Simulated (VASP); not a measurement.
Data:

```yaml
crystal:
  lattice:
    - [0.00000, 1.87931, 1.95761]
    - [1.95761, 0.00000, 1.95761]
    - [1.95761, 1.87931, 0.00000]
  atoms:
    - { symbol: Pt, position: [0.00000, 0.00000, 0.00000] }
```

These are PBEsol GGA, VASP's PBE PAW potentials (set 64) (plane waves; VASP) values and carry that method's errors. Settings: 480 eV cut-off, 14×14×14 Γ-centred mesh, first-order Methfessel-Paxton smearing of 0.10 eV, potentials Pt.

**Question.** Give the stress tensor in GPa (positive for a compressed cell).

**Answer.** 
```
11.94   0.00   0.00
 0.00  16.63   0.00
 0.00   0.00  11.94
```
The pressure is its mean diagonal, 13.50 GPa.

The compound is Pt in the fcc structure. This cell was strained or had an atom moved on purpose.
